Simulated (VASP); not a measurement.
Input:

```yaml
crystal:
  lattice:
    - [0.00000, 2.06550, 2.06550]
    - [2.06550, 0.00000, 2.06550]
    - [2.06550, 2.06550, 0.00000]
  atoms:
    - { symbol: Al, position: [0.00000, 0.00000, 0.00000] }
```

All values below come from PBE GGA, VASP's PBE PAW potentials (set 64) (plane waves; VASP 6.6.1). Numerical set-up: 400 eV cut-off, 16×16×16 Monkhorst-Pack mesh, first-order Methfessel-Paxton smearing of 0.10 eV, potentials Al.

**Question.** Give the stress tensor in GPa (positive for a compressed cell).

**Answer.** 
```
-4.46   0.00   0.00
 0.00  -4.46   0.00
 0.00   0.00  -4.46
```
The pressure is its mean diagonal, -4.46 GPa.

The compound is Al in the fcc structure. The cell was not relaxed at this level. The run is one of a series of settings (KPOINTS 16×16×16 Monkhorst-Pack mesh against the base run), some of them coarse on purpose.
